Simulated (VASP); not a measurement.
OSZICAR of a VASP run on PbO (litharge):

### OSZICAR
```
       N       E                     dE             d eps       ncg     rms          rms(c)
DAV:   1     0.401829365306E+03    0.40183E+03   -0.16480E+04   864   0.149E+03
DAV:   2     0.233984758911E+02   -0.37843E+03   -0.37214E+03   952   0.433E+02
DAV:   3    -0.248717757590E+02   -0.48270E+02   -0.47805E+02  1184   0.171E+02
DAV:   4    -0.260565159739E+02   -0.11847E+01   -0.11840E+01   944   0.324E+01
DAV:   5    -0.260951314382E+02   -0.38615E-01   -0.38614E-01  1208   0.528E+00    0.118E+01
DAV:   6    -0.217787555641E+02    0.43164E+01   -0.33893E+01  1368   0.422E+01    0.548E+00
DAV:   7    -0.216069496655E+02    0.17181E+00   -0.31892E+00  1104   0.128E+01    0.266E+00
DAV:   8    -0.216089760648E+02   -0.20264E-02   -0.96999E-01  1184   0.697E+00    0.160E+00
DAV:   9    -0.215636769171E+02    0.45299E-01   -0.23187E-01  1336   0.398E+00    0.307E-01
DAV:  10    -0.215661956558E+02   -0.25187E-02   -0.23721E-02   944   0.883E-01    0.692E-02
DAV:  11    -0.215664583824E+02   -0.26273E-03   -0.15830E-03  1464   0.287E-01    0.930E-02
DAV:  12    -0.215663526285E+02    0.10575E-03   -0.49821E-04  1280   0.252E-01    0.265E-02
DAV:  13    -0.215663537006E+02   -0.10722E-05   -0.99988E-05  1168   0.711E-02    0.100E-02
DAV:  14    -0.215663518783E+02    0.18223E-05   -0.19721E-05  1248   0.564E-02    0.303E-03
DAV:  15    -0.215663513354E+02    0.54289E-06   -0.16054E-06   656   0.173E-02
   1 F= -.21566351E+02 E0= -.21566351E+02  d E =-.628112E-11
```

Question: Which electronic solver shows in the log?

Answer: It is blocked Davidson (ALGO = Normal, or the opening steps of other solvers). The INCAR had ALGO = Normal.

Question: Can the final energy be trusted as converged?

Answer: Self-consistency was reached. It stopped with EDIFF = 1E-6, NELM = 100 (PBE GGA, plane waves, VASP's PBE PAW potentials (set 64)).

The compound is PbO in the litharge structure. The cell was not relaxed at this level. The run is one of a series of settings (ENCUT = 350 against the base run), some of them coarse on purpose.
